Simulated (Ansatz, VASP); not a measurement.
# In3Sb3H8 (InSb wire along [110], 6 atoms a period, H-terminated) in two plane-wave programs, part 2 of 2

One calculation is typed for both programs; each brings its own data sets. How far apart do they land? Of the first pair: The structure shown is the start of the Ansatz relaxation below; VASP solves that cell, so the two are compared at the walk's first step.

VASP 6.6.1 and Ansatz 0.2.0.

So far: Set-up; Ansatz: relaxation, PBE.

### 3. VASP: single point, PBE, start cell, pair 1

Level of this step: PBE; plane waves and PAW (Sb, H, In_d) (VASP).

The same cell, functional, mesh and smearing now go to VASP, with its own data sets.

Lines of VASP's logs that name or quote its potential files are left out, and so is its time.

File INCAR:

```
SYSTEM = In3Sb3H8
PREC = Accurate
ENCUT = 400
EDIFF = 1E-06
NELM = 120
ISMEAR = -1
SIGMA = 0.05
LREAL = .FALSE.
ALGO = Normal
GGA = PE
NBANDS = 45
LORBIT = 11
LWAVE = .FALSE.
LCHARG = .FALSE.
ISIF = 2
LASPH = .TRUE.
GGA_COMPAT = .FALSE.
EFERMI = MIDGAP
KPAR = 4
```

File POSCAR:

```
In3Sb3H8
1.0
   13.8110000000      0.0000000000      0.0000000000
    0.0000000000     14.3950000000      0.0000000000
    0.0000000000      0.0000000000      4.6881180000
Sb H In
3 8 3
Direct
    0.4406040837      0.6628384161      0.0000000000
    0.6806301499      0.5000000000      0.5000000000
    0.4406040837      0.3371615839      0.0000000000
    0.5137604808      0.7620998958      0.0000000000
    0.2461805807      0.2361984717      0.5000000000
    0.2461805807      0.4381246961      0.5000000000
    0.2461805807      0.7638015283      0.5000000000
    0.2461805807      0.5618753039      0.5000000000
    0.7537865470      0.4007385203      0.5000000000
    0.7537865470      0.5992614797      0.5000000000
    0.5137604808      0.2379001042      0.0000000000
    0.5606171168      0.5000000000      0.0000000000
    0.3205910506      0.3371615839      0.5000000000
    0.3205910506      0.6628384161      0.5000000000
```

File KPOINTS:

```
Automatic mesh
0
Gamma
1 1 18
0 0 0
```

Potentials, in the order of the species: Sb, H and In_d (PBE family, release 64).

Command:

```
$ mpirun -np 4 vasp_std
```

Numbers of over 12 decimals in the logs are rounded to 6 here.

Log:

```text
[banner, memory and clock lines left out]
running    4 mpi-ranks, on    1 nodes
 distrk:  each k-point on    1 cores,    4 groups
 distr:  one band on    1 cores,    1 groups

 POSCAR found type information on POSCAR SbH In
 POSCAR found :  3 types and      14 ions
 LDA part: xc-table for (Slater+PW92), standard interpolation
 POSCAR, INCAR and KPOINTS ok, starting setup
 FFT: planning ... GRIDC
 FFT: planning ... GRID_SOFT
 FFT: planning ... GRID
 WAVECAR not read
 entering main loop
       N       E                     dE             d eps       ncg     rms          rms(c)
DAV:   1     0.374418870460E+03    0.37442E+03   -0.19533E+04  1076   0.829E+02
DAV:   2    -0.974984148845E+01   -0.38417E+03   -0.37480E+03  1083   0.238E+02
DAV:   3    -0.446299083121E+02   -0.34880E+02   -0.34695E+02  1115   0.970E+01
DAV:   4    -0.458936304153E+02   -0.12637E+01   -0.12620E+01  1176   0.230E+01
DAV:   5    -0.459367723616E+02   -0.43142E-01   -0.43140E-01  1360   0.316E+00    0.114E+01
DAV:   6    -0.437647056144E+02    0.21721E+01   -0.13629E+00  1379   0.112E+01    0.643E+00
DAV:   7    -0.431717172942E+02    0.59299E+00   -0.33337E+00  1251   0.811E+00    0.186E+00
DAV:   8    -0.431721545558E+02   -0.43726E-03   -0.73648E-01  1100   0.516E+00    0.938E-01
DAV:   9    -0.431648406764E+02    0.73139E-02   -0.49335E-02  1147   0.114E+00    0.695E-01
DAV:  10    -0.431587790490E+02    0.60616E-02   -0.19410E-02  1246   0.794E-01    0.454E-01
DAV:  11    -0.431547247350E+02    0.40543E-02   -0.16099E-02  1121   0.812E-01    0.308E-01
DAV:  12    -0.431554447452E+02   -0.72001E-03   -0.23440E-03  1135   0.215E-01    0.113E-01
DAV:  13    -0.431564119687E+02   -0.96722E-03   -0.51787E-04  1219   0.777E-02    0.805E-02
DAV:  14    -0.431578002224E+02   -0.13883E-02   -0.39883E-04   962   0.715E-02    0.460E-02
DAV:  15    -0.431587274397E+02   -0.92722E-03   -0.28375E-04  1098   0.742E-02    0.334E-02
DAV:  16    -0.431595826569E+02   -0.85522E-03   -0.15309E-04  1052   0.479E-02    0.154E-02
DAV:  17    -0.431598868106E+02   -0.30415E-03   -0.64153E-05  1027   0.201E-02    0.167E-02
DAV:  18    -0.431600745978E+02   -0.18779E-03   -0.23112E-05  1028   0.143E-02    0.882E-03
DAV:  19    -0.431602262748E+02   -0.15168E-03   -0.17642E-05  1002   0.103E-02    0.449E-03
DAV:  20    -0.431603114092E+02   -0.85134E-04   -0.80841E-06   916   0.624E-03    0.561E-03
DAV:  21    -0.431603335081E+02   -0.22099E-04   -0.16594E-06   953   0.528E-03    0.164E-03
DAV:  22    -0.431603394256E+02   -0.59175E-05   -0.58360E-07   757   0.335E-03    0.176E-03
DAV:  23    -0.431603407381E+02   -0.13125E-05   -0.13327E-07   783   0.153E-03    0.109E-03
DAV:  24    -0.431603413994E+02   -0.66128E-06   -0.56762E-08   690   0.937E-04
   1 F= -.43160341E+02 E0= -.43160341E+02  d E =-.281028E-07
```

From OUTCAR (step 3):

```text
ion  position               nearest neighbor table
   1  0.441  0.663  0.000-   4 1.75  12 2.87  14 2.87  14 2.87
   2  0.681  0.500  0.500-   9 1.75  10 1.75  12 2.87  12 2.87
   3  0.441  0.337  0.000-  11 1.75  12 2.87  13 2.87  13 2.87
   4  0.514  0.762  0.000-   1 1.75
   5  0.246  0.236  0.500-  13 1.78
   6  0.246  0.438  0.500-  13 1.78
   7  0.246  0.764  0.500-  14 1.78
   8  0.246  0.562  0.500-  14 1.78
   9  0.754  0.401  0.500-   2 1.75
  10  0.754  0.599  0.500-   2 1.75
  11  0.514  0.238  0.000-   3 1.75
  12  0.561  0.500  0.000-   1 2.87   3 2.87   2 2.87   2 2.87
  13  0.321  0.337  0.500-   5 1.78   6 1.78   3 2.87   3 2.87
  14  0.321  0.663  0.500-   7 1.78   8 1.78   1 2.87   1 2.87

  LATTYP: Found a simple orthorhombic cell.
 ALAT       =     4.6881180000
 B/A-ratio  =     2.9459582715
 C/A-ratio  =     3.0705285149

 Subroutine GETGRP returns: Found  4 space group operations
 (whereof  4 operations were pure point group operations)

The static configuration has the point symmetry C_2v.

 Found     10 irreducible k-points:

   k-points           NKPTS =     10   k-points in BZ     NKDIM =     10   number of bands    NBANDS=     45

   dimension x,y,z NGX =    90 NGY =   96 NGZ =   32
   dimension x,y,z NGXF=   180 NGYF=  192 NGZF=   64

   ENCUT  =  400.0 eV  29.40 Ry    5.42 a.u.  22.52 23.47  7.65*2*pi/ulx,y,z

   NELECT =      62.0000    total number of electrons

 k-points in reciprocal lattice and weights: Automatic mesh
   0.00000000  0.00000000  0.00000000       0.056
   0.00000000  0.00000000  0.05555556       0.111
   0.00000000  0.00000000  0.11111111       0.111
   0.00000000  0.00000000  0.16666667       0.111
   0.00000000  0.00000000  0.22222222       0.111
   0.00000000  0.00000000  0.27777778       0.111
   0.00000000  0.00000000  0.33333333       0.111
   0.00000000  0.00000000  0.38888889       0.111
   0.00000000  0.00000000  0.44444444       0.111
   0.00000000  0.00000000  0.50000000       0.056

 average (electrostatic) potential at core
       1 -94.8667       2 -95.7908       3 -94.8667       4 -39.5764       5 -37.4148
       6 -37.5852       7 -37.4148       8 -37.5852       9 -40.3795      10 -40.3795
      11 -39.5764      12-104.1215      13-102.8347      14-102.8347

 E-fermi :  -2.2903

 k-point     1 :       0.0000    0.0000    0.0000
  band No.  band energies     occupation
    ...
     27      -4.1239      2.00000
     28      -3.8149      2.00000
     29      -3.3270      2.00000
     30      -3.1902      2.00000
     31      -3.1902      2.00000
     32      -1.4912      0.00000
     33      -0.8659      0.00000
     34      -0.6142      0.00000
     35      -0.1826      0.00000
     36       0.0310      0.00000
    ...

 k-point     2 :       0.0000    0.0000    0.0556
  band No.  band energies     occupation
    ...
     27      -4.0449      2.00000
     28      -3.8362      2.00000
     29      -3.3753      2.00000
     30      -3.3011      2.00000
     31      -3.2295      2.00000
     32      -1.3722      0.00000
     33      -0.7489      0.00000
     34      -0.5116      0.00000
     35      -0.1441      0.00000
     36       0.0510      0.00000
    ...

 k-point     3 :       0.0000    0.0000    0.1111
  band No.  band energies     occupation
    ...
     27      -4.0350      2.00000
     28      -3.9187      2.00000
     29      -3.5350      2.00000
     30      -3.5337      2.00000
     31      -3.2522      2.00000
     32      -1.1145      0.00000
     33      -0.4840      0.00000
     34      -0.3100      0.00000
     35      -0.0726      0.00000
     36       0.1558      0.00000
    ...

  Total       -2.5529111     -3.5938616      1.1643893      0.0000000      0.0000000      0.0000000
  in kB       -4.3884480     -6.1778392      2.0015823      0.0000000      0.0000000      0.0000000
  external PRESSURE =      -2.8549016 kB  Pullay stress =       0.0000000 kB

  energy-cutoff  :      400.00
  volume of cell :      932.04
      direct lattice vectors                 reciprocal lattice vectors
    13.811000000  0.000000000  0.000000000     0.072406053  0.000000000  0.000000000
     0.000000000 14.395000000  0.000000000     0.000000000  0.069468565  0.000000000
     0.000000000  0.000000000  4.688118000     0.000000000  0.000000000  0.213305211

 POSITION                                       TOTAL-FORCE (eV/Angst)
 -----------------------------------------------------------------------------------
      6.08518      9.54156      0.00000         0.152859      0.033187     -0.000000
      9.40018      7.19750      2.34406        -0.038603      0.000000     -0.000000
      6.08518      4.85344      0.00000         0.152859     -0.033187     -0.000000
      7.09555     10.97043      0.00000        -0.085592     -0.420359     -0.000000
      3.40000      3.40008      2.34406         0.429787      0.030218      0.000000
      3.40000      6.30681      2.34406         0.483922     -0.307690     -0.000000
      3.40000     10.99492      2.34406         0.429787     -0.030218      0.000000
      3.40000      8.08819      2.34406         0.483922      0.307690     -0.000000
     10.41055      5.76863      2.34406         0.060300      0.576396     -0.000000
     10.41055      8.62637      2.34406         0.060300     -0.576396      0.000000
      7.09555      3.42457      0.00000        -0.085592      0.420359     -0.000000
      7.74268      7.19750      0.00000        -0.195885      0.000000     -0.000000
      4.42768      4.85344      2.34406        -0.924032     -0.245035     -0.000000
      4.42768      9.54156      2.34406        -0.924032      0.245035     -0.000000
 -----------------------------------------------------------------------------------
    total drift:                                0.002877      0.000000     -0.000004

  FREE ENERGIE OF THE ION-ELECTRON SYSTEM (eV)
  ---------------------------------------------------
  free  energy   TOTEN  =       -43.1603413994 eV

  energy  without entropy=      -43.1603413713  energy(sigma->0) =      -43.16034139

 total charge
# of ion       s       p       d       tot
------------------------------------------
    1        1.119   1.323   0.026   2.469
    2        1.112   1.336   0.038   2.486
    3        1.119   1.323   0.026   2.469
    4        0.500   0.009   0.000   0.510
    5        0.502   0.006   0.000   0.508
    6        0.498   0.008   0.000   0.506
    7        0.502   0.006   0.000   0.508
    8        0.498   0.008   0.000   0.506
    9        0.498   0.009   0.000   0.507
   10        0.498   0.009   0.000   0.507
   11        0.500   0.009   0.000   0.510
   12        0.870   0.672   9.856  11.398
   13        0.853   0.791   9.864  11.508
   14        0.853   0.791   9.864  11.508
--------------------------------------------------
tot          9.922   6.302  29.675  45.900

[... 3 further parts left out ...]
```

### 4. Comparison

Known differences besides the potentials themselves: the data sets hold 92 valence electrons in Ansatz (on its PAW soft_1 files) and 62 in VASP; the cutoff is 420 eV in Ansatz and 400 eV in VASP. Total energies have different zeros and are not compared.

Forces on 10 of the 14 atoms, those with the largest forces and the largest differences (eV/Å; atoms numbered as in POSCAR):

```
atom         Ansatz x, y, z           VASP x, y, z
 Sb1    0.209, 0.101, 0.000    0.153, 0.033, 0.000
 Sb2    0.073, 0.000, 0.000   -0.039, 0.000, 0.000
 Sb3   0.209, -0.101, 0.000   0.153, -0.033, 0.000
  H4  -0.136, -0.489, 0.000  -0.086, -0.420, 0.000
  H6   0.478, -0.309, 0.000   0.484, -0.308, 0.000
  H8    0.478, 0.309, 0.000    0.484, 0.308, 0.000
  H9    0.008, 0.642, 0.000    0.060, 0.576, 0.000
 H10   0.008, -0.642, 0.000   0.060, -0.576, 0.000
In13  -0.917, -0.246, 0.000  -0.924, -0.245, 0.000
In14   -0.917, 0.246, 0.000   -0.924, 0.245, 0.000
```

The forces differ by 37 meV/Å r.m.s., which is 12.0 % of the r.m.s. force of 0.308 eV/Å (both taken over all components).

### 5. Ansatz: relaxation, PBE

This run makes the geometry at which the two programs are then compared. The cell compared in this pair holds 959.64 Å³, against 932.04 Å³ for the pair before.

The structure compared here is the end of the Ansatz relaxation.

File input.yaml:

```yaml
crystal:
  lattice:
    - [13.811, 0.0, 0.0]
    - [0.0, 14.395, 0.0]
    - [0.0, 0.0, 4.6881179593]
  atoms:
    - { symbol: Sb, position: [0.440604118, 0.662833058, 0.0] }
    - { symbol: H, position: [0.513760513, 0.762094539, 0.0] }
    - { symbol: In, position: [0.560617151, 0.499994644, 0.0] }
    - { symbol: H, position: [0.246180581, 0.236193123, 0.5] }
    - { symbol: H, position: [0.246180581, 0.438119335, 0.5] }
    - { symbol: H, position: [0.246180581, 0.763796164, 0.5] }
    - { symbol: H, position: [0.246180581, 0.561869952, 0.5] }
    - { symbol: In, position: [0.320591085, 0.337156229, 0.5] }
    - { symbol: In, position: [0.320591085, 0.662833058, 0.5] }
    - { symbol: Sb, position: [0.680630185, 0.499994644, 0.5] }
    - { symbol: H, position: [0.75378658, 0.400733163, 0.5] }
    - { symbol: H, position: [0.75378658, 0.599256124, 0.5] }
    - { symbol: Sb, position: [0.440604118, 0.337156229, 0.0] }
    - { symbol: H, position: [0.513760513, 0.237894748, 0.0] }
kpoints:
  mp_grid: { grid: [1, 1, 18] }
scf:
  occupations: { method: fermi_dirac, width: 0.05 }
hamiltonian:
  xc: pbe
  pseudopotentials: { kind: paw, azcp: { folder: soft_1 } }
relax:
  cell: { fix: [a, b, alpha, beta, gamma] }
  max_steps: 45
  f_tol: 0.03
```

Command:

```
$ ansatz run input.yaml --threads 4 --pin off --max-ram 16384MiB --backend cpu --events-out ev --progress --plain --runs-dir out
```

Log:

```text
[...]
Crystal: 14 atoms, lattice volume = 932.042 Å³
Basis set: ecut = 420 eV, 18193 PW (Γ), exchange–correlation on 192×200×64 points (8 copies of the dense FFT grid, shifted against one another)
Bands: 60, of which v1, the nominal top of the filled ones, is band 46 counted from 1 (45 counted from 0)
Symmetry: 4 space group operations
[...]
k-points: 10 of 18
[...]
- { symbol: H, position: [0.228055, 0.631820, 0.500000] }
    - { symbol: In, position: [0.320758, 0.286921, 0.500000] }
    - { symbol: In, position: [0.320758, 0.713079, 0.500000] }
    - { symbol: Sb, position: [0.648300, 0.5, 0.500000] }
    - { symbol: H, position: [0.731024, 0.411509, 0.500000] }
    - { symbol: H, position: [0.731024, 0.588491, 0.500000] }
    - { symbol: Sb, position: [0.430294, 0.329801, 0.0] }
    - { symbol: H, position: [0.529470, 0.258089, 0.0] }
[key lines of the parts left out:]
SCF converged after 7 iterations
Free energy (F): -36371.128403 eV
Fermi energy:    -1.810061 eV
P = ⅓ Tr σ = -0.0027 GPa (-0.027 kbar)
```

### 6. VASP: single point, PBE, relaxed cell, pair 2

The same cell, functional, mesh and smearing now go to VASP, with its own data sets.

INCAR: that of step 3 with these lines changed.

```diff
@@ -2,3 +2,3 @@
 PREC = Accurate
-ENCUT = 400
+ENCUT = 500
 EDIFF = 1E-06
```

File POSCAR:

```
In3Sb3H8
1.0
   13.8110000000      0.0000000000      0.0000000000
    0.0000000000     14.3950000000      0.0000000000
    0.0000000000      0.0000000000      4.8269355918
Sb H In
3 8 3
Direct
    0.4302938150      0.6701986197      0.0000000000
    0.6483001741      0.5000000000      0.5000000000
    0.4302938150      0.3298013803      0.0000000000
    0.5294697829      0.7419109806      0.0000000000
    0.3125848373      0.1667342208      0.5000000000
    0.2280553315      0.3681796867      0.5000000000
    0.3125848373      0.8332657792      0.5000000000
    0.2280553315      0.6318203133      0.5000000000
    0.7310239985      0.4115086239      0.5000000000
    0.7310239985      0.5884913761      0.5000000000
    0.5294697829      0.2580890194      0.0000000000
    0.5307827212      0.5000000000      0.0000000000
    0.3207579131      0.2869212180      0.5000000000
    0.3207579131      0.7130787820      0.5000000000
```

KPOINTS is that of step 3.

Command:

```
$ mpirun -np 4 vasp_std
```

Log:

```text
[... set-up lines as in an earlier step ...]
 entering main loop
       N       E                     dE             d eps       ncg     rms          rms(c)
DAV:   1     0.407756142882E+03    0.40776E+03   -0.21397E+04  1052   0.977E+02
DAV:   2    -0.577770531692E+01   -0.41353E+03   -0.40457E+03  1110   0.243E+02
DAV:   3    -0.449371894435E+02   -0.39159E+02   -0.38951E+02  1144   0.101E+02
DAV:   4    -0.464246153056E+02   -0.14874E+01   -0.14854E+01  1168   0.250E+01
[...]
DAV:  23    -0.438020466198E+02   -0.28470E-05   -0.16803E-07   749   0.107E-03    0.104E-03
DAV:  24    -0.438020477559E+02   -0.11361E-05   -0.68155E-08   766   0.977E-04    0.244E-04
DAV:  25    -0.438020481270E+02   -0.37112E-06   -0.37730E-08   666   0.580E-04
   1 F= -.43802048E+02 E0= -.43802048E+02  d E =-.771529E-08
```

Parts of OUTCAR (step 6):

```text
  Total        0.1018514      0.1133182     -0.1879815      0.0000000      0.0000000      0.0000000
  in kB        0.1700471      0.1891916     -0.3138465      0.0000000      0.0000000      0.0000000
  external PRESSURE =       0.0151307 kB  Pullay stress =       0.0000000 kB

 POSITION                                       TOTAL-FORCE (eV/Angst)
 -----------------------------------------------------------------------------------
      5.94279      9.64751      0.00000        -0.082879     -0.053828      0.000000
      8.95367      7.19750      2.41347        -0.137030     -0.000000      0.000000
      5.94279      4.74749      0.00000        -0.082879      0.053828      0.000000
      7.31251     10.67981      0.00000         0.076989      0.056996      0.000000
      4.31711      2.40014      2.41347         0.005320      0.018007      0.000000
      3.14967      5.29995      2.41347         0.017512     -0.012561      0.000000
      4.31711     11.99486      2.41347         0.005320     -0.018007      0.000000
      3.14967      9.09505      2.41347         0.017512      0.012561      0.000000
     10.09617      5.92367      2.41347         0.066308     -0.073454      0.000000
     10.09617      8.47133      2.41347         0.066308      0.073454      0.000000
      7.31251      3.71519      0.00000         0.076989     -0.056996      0.000000
      7.33064      7.19750      0.00000         0.009029     -0.000000      0.000000
      4.42999      4.13023      2.41347        -0.019250     -0.006049     -0.000000
      4.42999     10.26477      2.41347        -0.019250      0.006049      0.000000
 -----------------------------------------------------------------------------------
    total drift:                               -0.000868      0.000000      0.000001

  FREE ENERGIE OF THE ION-ELECTRON SYSTEM (eV)
  ---------------------------------------------------
  free  energy   TOTEN  =       -43.8020481270 eV

  energy  without entropy=      -43.8020481193  energy(sigma->0) =      -43.80204812

[... 1 part as in an earlier step ...]

[... 2 further parts left out ...]
[key lines of the parts left out:]
E-fermi :  -2.3416
```

### 7. Comparison

What differs besides the data sets and the points named for the pairs above, as far as they apply: the data sets hold 92 valence electrons in Ansatz (on its PAW soft_1 files) and 62 in VASP; the cutoff is 420 eV in Ansatz and 500 eV in VASP; Ansatz's pressure holds a Pulay correction, VASP's none. Total energies have different zeros and are not compared.

Both answers:

```
              quantity  Ansatz   VASP  difference
        pressure (GPa)    0.00   0.00        0.00
gap on the k mesh (eV)   1.753  1.752       0.000
```

Forces on 7 of the 14 atoms, those with the largest forces and the largest differences (eV/Å; atoms numbered as in POSCAR):

```
atom         Ansatz x, y, z           VASP x, y, z
 Sb1    0.001, 0.002, 0.000  -0.083, -0.054, 0.000
 Sb2    0.003, 0.000, 0.000   -0.137, 0.000, 0.000
 Sb3   0.001, -0.002, 0.000   -0.083, 0.054, 0.000
  H4  -0.002, -0.001, 0.000    0.077, 0.057, 0.000
  H9  -0.002, -0.002, 0.000   0.066, -0.073, 0.000
 H10   -0.002, 0.002, 0.000    0.066, 0.073, 0.000
 H11   -0.002, 0.001, 0.000   0.077, -0.057, 0.000
```

The forces differ by 44 meV/Å r.m.s., where the r.m.s. force is 0.003 eV/Å in Ansatz and 0.043 eV/Å in VASP: the atoms lie near their places of rest in Ansatz, so a percentage would say little (all taken over all components). A gap on the mesh is an upper bound, since the band edges may lie between its points.

### 8. Results

| Item | Value |
| --- | --- |
| r.m.s. force difference (single point, PBE, start cell, pair 1) | 12 % of the r.m.s. force |
| r.m.s. force difference (single point, PBE, relaxed cell, pair 2) | 44 meV/Å |

In words: The r.m.s. force difference is 12 % of the r.m.s. force (single point, PBE, start cell, pair 1), beyond the 3 % picked in this series as the mark of a large difference. The data sets hold unlike numbers of valence electrons (92 in Ansatz and 62 in VASP), so part of the differences comes from the potentials. What causes the difference of the single point, PBE, start cell, pair 1 pair stays open here. What causes the difference of the single point, PBE, relaxed cell, pair 2 pair stays open here. How closely two codes agree says nothing of how well the functional describes the real material.

[Lines on the potential files, build, host, timing and source positions are cut from VASP's logs without a mark.]

[Logs are printed without paths, hosts, clocks, repeated set-up lines and the standing remarks that a program may print on its own settings, such as how far it seeks lower states.]

[Hosts, paths, dates, database ids (printed as entryN), source tags and the programs' standing remarks are cut or masked in the printed files.]
